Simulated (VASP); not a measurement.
Data:

```xyz
3
Lattice="0.0000 3.0015 3.0015 3.0015 0.0000 3.0015 3.0015 3.0015 0.0000" Properties=species:S:1:pos:R:3 pbc="T T T"
Li     1.5007     1.5007     1.5007
Li     4.5022     4.5022     4.5022
Se     6.0030     6.0030     6.0030
```

These are PBE GGA, VASP's PBE PAW potentials (set 64) (plane waves; VASP) values and carry that method's errors. Numerical set-up: 520 eV cut-off, Gaussian smearing of 0.050 eV, potentials Li_sv Se.

**Question.** Give the energies of bands 4 to 9 at the high-symmetry points, in eV from the valence-band maximum.

**Answer.** 
```tsv
band	Γ	X	U	L	W
4	0.00	-2.27	-2.09	-2.90	-1.90
5	0.00	-1.44	-2.06	-0.53	-1.90
6	0.00	-1.44	-1.17	-0.53	-1.75
7	3.39	2.97	4.10	5.12	5.15
8	5.62	6.18	7.25	5.96	6.38
9	5.62	10.32	8.45	5.96	8.04
```

The gap is indirect, 2.97 eV, from the valence maximum at Γ to the conduction minimum at X.

The compound is Li2Se in the antifluorite structure. It was relaxed first.
